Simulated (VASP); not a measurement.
Consider the following.

```
CELL_PARAMETERS angstrom
      0.00000     2.70728     2.70728
      2.70728     0.00000     2.70728
      2.70728     2.70728     0.00000
ATOMIC_POSITIONS crystal
  Ho 0.00000 0.00000 0.00000
  S  0.50000 0.50000 0.50000
```

Method: PBEsol GGA, VASP's PBE PAW potentials (set 64) (plane waves; VASP 6.6.1). Run with 400 eV cut-off, 11×11×11 Γ-centred mesh, first-order Methfessel-Paxton smearing of 0.10 eV, potentials Ho_3 S.

The 4f electrons are frozen in the core of the lanthanide potential, so 4f levels, which can set the real gap, and their magnetism are missing.

### Question
Estimate the energy per atom (σ→0), band gap (on the k-mesh) with the smallest direct gap where there is one.

### Answer

| Item | Value |
|---|---|
| band gap (on the k-mesh) | none (metal, semimetal or under 0.01 eV) |
| energy per atom (σ→0) | -6.762 eV/atom |

The structure comes from a computed database's HoS entry (Fm-3m); how it stands against other phases isn't given here. It was relaxed first. The start is the result of an earlier pass. The electron count is odd and the run is not spin-polarised, which forces a metal.
